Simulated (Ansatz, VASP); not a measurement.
# Ga3CuAs3Cl in two plane-wave programs

Aim: how closely do two programs agree when they are given the same cell, functional and k mesh? The cell is generated by rule, not measured, and may not be a known phase. The cell is taken from a series of runs on this material, whose earlier steps may have relaxed, scaled, displaced or heated it; both programs get it as it stands.

Program: Ansatz 0.2.0. Level of theory: plane waves, with VASP 6.6.1 beside it; relaxation of cell and atoms at PBEsol. Results are calculated unless marked as measured.

The structure was built from a prototype and need not be the compound's stable phase.

## 1. Set-up

The structure is monoclinic, space group Pm (No. 6). The conventional cell has a = 3.997 Å, b = 4.057 Å, c = 11.283 Å, α = 90.00°, β = 91.34°, γ = 90.00°. Nearest to As lie 4 Ga at 2.42 to 2.50 Å. Nearest to As lie 4 Ga at 2.43 to 2.49 Å. Nearest to As lie 2 Cu at 2.29 Å and 2 Ga at 2.43 Å. Nearest to Cl lie 1 Cu at 2.35 Å and 2 Ga at 2.44 Å. Nearest to Cu lie 2 As at 2.29 Å and 1 Cl at 2.35 Å. Nearest to Ga lie 2 As at 2.42 Å and 2 Cl at 2.44 Å. Farther neighbours and most contacts between anions are not listed.

As a file:

```cif
data_structure
_symmetry_space_group_name_H-M 'Pm'
_symmetry_Int_Tables_number 6
_cell_length_a 3.9968
_cell_length_b 4.0575
_cell_length_c 11.2828
_cell_angle_alpha 90.000
_cell_angle_beta 91.341
_cell_angle_gamma 90.000
_cell_volume 182.92
loop_
_atom_site_label
_atom_site_type_symbol
_atom_site_symmetry_multiplicity
_atom_site_Wyckoff_symbol
_atom_site_fract_x
_atom_site_fract_y
_atom_site_fract_z
_atom_site_occupancy
As1 As 1 a 0.47943 0.00000 0.12564 1
As2 As 1 b 0.99704 0.50000 0.37705 1
As3 As 1 a 0.50484 0.00000 0.62844 1
Cl1 Cl 1 b 0.95925 0.50000 0.88507 1
Cu1 Cu 1 b 0.59369 0.50000 0.71854 1
Ga1 Ga 1 a 0.97110 0.00000 0.00473 1
Ga2 Ga 1 b 0.48894 0.50000 0.25487 1
Ga3 Ga 1 a 0.99672 0.00000 0.50565 1
```

## 2. Ansatz: relaxation of cell and atoms, PBEsol

Ansatz runs on its default PAW (the set named soft_2) files.

The relaxed volume is the usual yardstick between codes: in a stiff, nearly cubic crystal its relative difference is about their pressure difference at one cell divided by the bulk modulus.

input.yaml

```yaml
crystal:
  lattice:
    - [3.9968472419, 0.0, 0.0]
    - [0.0, 4.0574738239, 0.0]
    - [-0.2640744881, 0.0, 11.2796950707]
  atoms:
    - { symbol: As, position: [0.4794300019, 0.0, 0.125640037] }
    - { symbol: As, position: [0.9970380316, 0.5, 0.3770512258] }
    - { symbol: As, position: [0.5048409098, 0.0, 0.6284352026] }
    - { symbol: Cl, position: [0.9592507156, 0.5, 0.8850708883] }
    - { symbol: Cu, position: [0.593687041, 0.5, 0.7185429767] }
    - { symbol: Ga, position: [0.9711033684, 0.0, 0.0047346564] }
    - { symbol: Ga, position: [0.4889385723, 0.5, 0.2548721569] }
    - { symbol: Ga, position: [0.9967205423, 0.0, 0.5056528562] }
kpoints:
  mp_grid: { grid: [10, 10, 4] }
hamiltonian:
  xc: pbesol
scf:
  occupations: { method: methfessel_paxton, width: 0.2 }
output:
  forces: true
  stress: true
  eigenvalues: true
relax:
  adjacent_minimum: "off"
  f_tol: 0.001
  max_steps: 60
  cell: { stress_tol: 0.01 }
```

On the command line:

```console
$ ansatz run input.yaml --threads 8 --pin off --max-ram 14336MiB --backend cpu --events-out ev --progress --plain --runs-dir out
```

Numbers of over 12 decimals in the logs are rounded to 6 here.

The log of the run:

```text
Engine: ansatz 0.2.0, aarch64-unknown-linux-gnu
Pseudopotentials: kind: paw
Pseudopotential: As, paw, valence charge 15, recommended cutoff 420 eV (normal), As.paw.azcp
Pseudopotential: Cl, paw, valence charge 7, recommended cutoff 420 eV (normal), Cl.paw.azcp
Pseudopotential: Cu, paw, valence charge 19, recommended cutoff 420 eV (normal), Cu.paw.azcp
Pseudopotential: Ga, paw, valence charge 13, recommended cutoff 420 eV (normal), Ga.paw.azcp
Functional definition: PBEsol
  exchange = pbesol_x
  correlation = pbesol_c
Crystal: 8 atoms, lattice volume = 182.924 Å³
Basis set: ecut = 420 eV, 3573 PW (Γ), exchange–correlation on 54×60×160 points (8 copies of the dense FFT grid, shifted against one another)
Bands: 66, of which v1, the nominal top of the filled ones, is band 55 counted from 1 (54 counted from 0)
Symmetry: 2 space group operations
Space group: Pm (ITA 6), of the structure as read, at distance tolerance 5.7e-5 Å
k-points: 132 of 400 (time reversal used)
Non-local potential: As, projectors of the file, l = 0: 2, l = 1: 2, l = 2: 3, l = 3: 1
Non-local potential: Cl, projectors of the file, l = 0: 2, l = 1: 2, l = 2: 2
Non-local potential: Cu, projectors of the file, l = 0: 3, l = 1: 2, l = 2: 3, l = 3: 1
Non-local potential: Ga, projectors of the file, l = 0: 2, l = 1: 2, l = 2: 3, l = 3: 1
PAW form: soft (Blöchl's): semilocal exchange-correlation on the pseudo side does not see the compensation charge
PAW frozen core: As, regenerated for the run's functional, and the local potential with it (the file was generated under x = pbe(κ = 0.804, μ = 0.219515), c = pbe(β = 0.066725))
PAW frozen core: Cl, regenerated for the run's functional, and the local potential with it (the file was generated under x = pbe(κ = 0.804, μ = 0.219515), c = pbe(β = 0.066725))
PAW frozen core: Cu, regenerated for the run's functional, and the local potential with it (the file was generated under x = pbe(κ = 0.804, μ = 0.219515), c = pbe(β = 0.066725))
PAW frozen core: Ga, regenerated for the run's functional, and the local potential with it (the file was generated under x = pbe(κ = 0.804, μ = 0.219515), c = pbe(β = 0.066725))
PAW one-centre angular grid: As, 590 points (default); XC on 64 Gauss nodes
PAW one-centre angular grid: Cl, 110 points (default); XC on 64 Gauss nodes
PAW one-centre angular grid: Cu, 590 points (default); XC on 64 Gauss nodes
PAW one-centre angular grid: Ga, 590 points (default); XC on 64 Gauss nodes
Initial density: superposition of atomic densities (neutral atoms: chi_scale 0, normalization atom), corrected by the library's trained network
Initial wavefunctions: pseudopotential atomic-orbital guess
Functional: x = pbesol(κ = 0.804, μ = 0.123457), c = pbesol(β = 0.046)
SCF iter   1: F=—  HF=-33319.841498 eV  |F-HF|=—  |Δ(HF+E_count)|=         —  Δρ=6.61e-3  dr2=7.76e-2  ethr=1.77e-3  ⟨swp⟩=5.7  Hψ=28562  notcnv=0
preconditioner: auto → LDOS  [metal: Δε(μ)=0.026 eV  Ē_g=12.910 eV  σ=0.200 eV  W_gap=0.11  n_scr=56 (ndim 8)  ℏωp=23.3 eV  f_vac=0.106  D(μ)=1.35/eV (n_scr^D=4)  β→1.0]
SCF iter   2: F=—  HF=-33319.857482 eV  |F-HF|=—  |Δ(HF+E_count)|=   1.60e-2  S|Δr|=    0.00e0  Δρ=9.91e-3  dr2=1.15e-1  ethr=7.05e-5  ⟨swp⟩=2.0  Hψ=17728  notcnv=0  defer=232
SCF iter   3: F=—  HF=-33319.829699 eV  |F-HF|=—  |Δ(HF+E_count)|=   2.78e-2  S|Δr|=    0.00e0  Δρ=4.81e-3  dr2=2.87e-2  ethr=7.05e-5  ⟨swp⟩=2.0  Hψ=15610  notcnv=0  defer=232
SCF iter   4: F=—  HF=-33319.824747 eV  |F-HF|=—  |Δ(HF+E_count)|=   4.95e-3  S|Δr|=    0.00e0  Δρ=1.15e-3  dr2=2.06e-3  ethr=2.61e-5  ⟨swp⟩=2.0  Hψ=11278  notcnv=0
SCF iter   5: F=—  HF=-33319.824308 eV  |F-HF|=—  |Δ(HF+E_count)|=   4.40e-4  S|Δr|=    0.00e0  Δρ=3.25e-4  dr2=1.48e-4  ethr=1.88e-6  ⟨swp⟩=2.0  Hψ=12769  notcnv=0
SCF iter   6: F=—  HF=-33319.824283 eV  |F-HF|=—  |Δ(HF+E_count)|=   2.48e-5  S|Δr|=    0.00e0  Δρ=3.81e-5  dr2=3.14e-6  ethr=1.35e-7  ⟨swp⟩=2.0  Hψ=15287  notcnv=0
SCF iter   7: F=—  HF=-33319.824276 eV  |F-HF|=—  |Δ(HF+E_count)|=   6.48e-6  S|Δr|=    0.00e0  Δρ=1.90e-5  dr2=6.63e-7  ethr=2.86e-9  ⟨swp⟩=2.0  Hψ=12724  notcnv=0
SCF iter   8: F=-33319.824276 eV  HF=-33319.824276 eV  |F-HF|=1.26e-8  |Δ(HF+E_count)|=   3.71e-8  S|Δr|=    0.00e0  Δρ=5.37e-6  dr2=5.81e-8  ethr=9.09e-11  ⟨swp⟩=7.8  Hψ=42113  notcnv=0
SCF 1 converged in 8 iterations: F = -33319.824276 eV  dr2 = 5.81e-8
  greatest PAW one-centre occupation: 1.000 electrons in one spin orbital (limit 2), on the Cu atom at site 4 (counted from 0), in its partial waves of l = 0
relax step   1: F+E_penalty+E_count = -33319.82427636 eV  Δ(F+E_penalty+E_count) = +0.000e0 eV  max|allowed force component| = 1.197e-2 eV/Å  Δτ_max = 0.0000 Å  P = -0.010 GPa  Ω = 182.924 Å³  (8 SCF iters, dr2 threshold 1.00e-7 eV, accepted)
[...]
relax step   6: F+E_penalty+E_count = -33319.82439942 eV  Δ(F+E_penalty+E_count) = -8.182e-6 eV  max|allowed force component| = 3.916e-4 eV/Å  Δτ_max = 0.0021 Å  P = -0.000 GPa  Ω = 182.833 Å³  energy of the carried Pulay correction = +1.710e-5 eV  (9 SCF iters, accepted)
[...]
relax step   7: F+E_penalty+E_count = -33319.82438334 eV  Δ(F+E_penalty+E_count) = +1.608e-5 eV  max|allowed force component| = 3.952e-4 eV/Å  Δτ_max = 0.0000 Å  P = -0.000 GPa  Ω = 182.833 Å³  stress off target by 1.64e-3 GPa  SCF on the basis re-selected at this cell (its energy is not comparable with the rows above)  (6 SCF iters)
basis re-selected at this cell: Δ(F+E_penalty+E_count) = +1.608e-5 eV, ΔP = +0.000 GPa vs the last step (what re-selecting the basis moved, of the pressure what is left beyond the Pulay correction that the steps carried, after the strain that the cell walked since its last selection, with what the two solves' SCF thresholds leave and, on support functions, any second-order correction that the steps lacked; it is no m [...]
SCF converged after 6 iterations
Stability not checked: this state was not tested for a lower state beside it, because cold or Methfessel-Paxton smearing, or corrected tetrahedra, fill the levels in a way that the test cannot read (fill_not_monotonic; see scf.lower_state_search)
Free energy (F): -33319.824383 eV
Harris-Foulkes:  -33319.824383 eV  (|F-HF|=7.28e-12)
Internal energy: -33319.825723 eV  (E = F + TS)
E sigma→0 (E₀):  -33319.824718 eV
Entropy (-TS):   0.001340 eV (0.167 meV/atom)
Fermi energy:    7.844568 eV
--- Per-component energies (eV) ---
  E_band       = -1534.437287
  E_kinetic    = 1116.965787
  E_local      = -18720.033738  (includes V_loc(G=0)·N_el)
  E_nonlocal   = -299.516849
  E_hartree    = 9005.493810
  E_xc         = -633.989556
  E_vxc        = -645.265600  (∫ρ·V_xc dr)
  E_paw        = -13501.106029  (= ΣΔE_a)
  E_vpaw       = -997.574398  (= ΣTr[D̂ρ^β])
  E_aug_tail   = 0.000018  (compensation charges beyond the density's cutoff)
  E_ewald      = -10293.412020
  E_core_change = 5.772854  (= ΣΔE_core)
  E_smearing   = 0.001340  (= −TS)
  E_closure    = 0.000000  (closes the sum)
  Σ components = -33319.824383   (vs F -33319.824383, Δ=0.00e0)
--- Forces (eV/Å), atoms counted from 1 ---
  atom   1  As     0.00004477     0.00000000    -0.00003713
  atom   2  As     0.00027391     0.00000000    -0.00024052
  atom   3  As     0.00013781    -0.00000000     0.00039522
  atom   4  Cl    -0.00022942    -0.00000000    -0.00021751
  atom   5  Cu     0.00008749     0.00000000     0.00030088
  atom   6  Ga     0.00005825    -0.00000000    -0.00001239
  atom   7  Ga    -0.00018664    -0.00000000     0.00006017
  atom   8  Ga    -0.00018607     0.00000000    -0.00024893
  max |Σ_I F_I| component: 2.17e-7 eV/Å
--- Stress (GPa, compression-positive) ---
       -0.001638       0.000000      -0.000000
        0.000000       0.001414      -0.000000
       -0.000000      -0.000000      -0.000342
  P = ⅓ Tr σ = -0.0002 GPa (-0.002 kbar)
--- Band table (eV; the first three rows and the last of 132) ---
  k-point 0: bands = [... 51 lower, 6.2323, 6.6649, 7.1428, 7.5088, 8.1046, 8.6745, 8.7929, 9.6329, ... 7 higher]
  k-point 1: bands = [... 51 lower, 6.2851, 6.4178, 7.0862, 7.8875, 8.0335, 8.6724, 8.8065, 9.5751, ... 7 higher]
  k-point 2: bands = [... 51 lower, 6.2985, 6.3394, 7.0439, 7.9621, 8.1947, 8.6417, 8.8596, 9.5147, ... 7 higher]
  k-point 131: bands = [... 51 lower, 5.6739, 5.7546, 6.0793, 6.1032, 8.8389, 9.0359, 9.8618, 9.8767, ... 7 higher]
--- Relaxed structure (6 steps of the walk, 6 accepted, 1 SCFs on fresh bases) ---
  F+E_penalty+E_count = -33319.82438334 eV   max|allowed force component| = 3.952e-4 eV/Å   (the final SCF, on the basis selected at the relaxed cell)
  cell:  # Å, volume = 182.8334 Å³
    - [3.998515, 3.027316065206658e-19, 0.00136338]
    - [3.0732362154048244e-19, 4.061390, -1.6898038670512616e-18]
    - [-0.260337, -4.7176222222103044e-18, 11.258449]
  atoms:
    - { symbol: As, position: [0.480010, 0, 0.125513] }
    - { symbol: As, position: [0.996978, 0.500000, 0.377133] }
    - { symbol: As, position: [0.504422, 1.9725981287816653e-19, 0.628755] }
    - { symbol: Cl, position: [0.959423, 0.500000, 0.884845] }
    - { symbol: Cu, position: [0.592575, 0.500000, 0.718372] }
    - { symbol: Ga, position: [0.971939, 0, 0.00460568] }
    - { symbol: Ga, position: [0.489109, 0.500000, 0.254851] }
    - { symbol: Ga, position: [0.996552, 1.680659056664072e-19, 0.505925] }
```

(Continued in part 2 of 2.)

[Lines on the potential files, build, host, timing and source positions are cut from VASP's logs without a mark.]

[Logs are printed without paths, hosts, clocks, repeated set-up lines and the standing remarks that a program may print on its own settings, such as how far it seeks lower states.]

[Hosts, paths, dates, database ids (printed as entryN), source tags and the programs' standing remarks are cut or masked in the printed files.]
